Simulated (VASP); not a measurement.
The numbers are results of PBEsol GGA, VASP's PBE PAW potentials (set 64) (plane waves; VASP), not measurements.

The input files of a VASP run:

INCAR:
```
SYSTEM = HgPPt5
PREC = Accurate
ENCUT = 300
EDIFF = 1E-6
NELM = 100
ALGO = Normal
LREAL = .FALSE.
LASPH = .TRUE.
ISMEAR = -1
SIGMA = 0.136
GGA = PS
LMAXMIX = 6
LWAVE = .FALSE.
LCHARG = .FALSE.
ISIF = 2
```

File POSCAR:
```
HgPPt5
1
    3.9390400000     0.0000000000     0.0000000000
    0.0000000000     3.9390400000     0.0000000000
    0.0000000000     0.0000000000     7.2098400000
Hg P Pt
1 1 5
Direct
  0.5000000000   0.5000000000   0.0000000000
  0.0000000000   0.0000000000   0.5000000000
  0.0000000000   0.5000000000   0.3030700000
  0.0000000000   0.5000000000   0.6969300000
  0.5000000000   0.0000000000   0.3030700000
  0.5000000000   0.0000000000   0.6969300000
  0.0000000000   0.0000000000   0.0000000000
```

KPOINTS:
```
Automatic mesh
0
Gamma
6 6 3
0 0 0
```

POTCAR, in this order: Hg P Pt (PBE.64 set). Program: vasp_std.

At this cut-off the stress carries a Pulay error, which pulls relaxed volumes low. Unless said otherwise, spin-orbit coupling is left out, though it shifts the bands of the heavy elements here.

What does the run give for the energy per atom (σ→0), pressure, band gap (on the k-mesh)?

```json
{
 "energy per atom (σ→0)": "-6.110 eV/atom",
 "band gap (on the k-mesh)": "none (metal, semimetal or under 0.01 eV)",
 "pressure": "-4.86 GPa"
}
```

File OSZICAR:
```
...
DAV:   8    -0.428817147984E+02    0.12696E-01   -0.17426E-01  1816   0.361E+00    0.106E+00
DAV:   9    -0.428731962022E+02    0.85186E-02   -0.85926E-02  1800   0.232E+00    0.681E-01
DAV:  10    -0.428693588594E+02    0.38373E-02   -0.13897E-02  1768   0.993E-01    0.332E-01
DAV:  11    -0.428693857287E+02   -0.26869E-04   -0.13166E-03  1784   0.197E-01    0.933E-02
DAV:  12    -0.428693509884E+02    0.34740E-04   -0.26541E-04  1752   0.119E-01    0.307E-02
DAV:  13    -0.428693472341E+02    0.37542E-05   -0.20807E-05  1760   0.366E-02    0.664E-03
DAV:  14    -0.428693472719E+02   -0.37787E-07   -0.25869E-06  1392   0.818E-03
   1 F= -.42869347E+02 E0= -.42771404E+02  d E =-.195887E+00
```

The structure comes from a computed database's HgPPt5 entry (P4/mmm); how it stands against other phases isn't given here. The cell was not relaxed at this level. The electron count is odd and the run is not spin-polarised, which forces a metal.
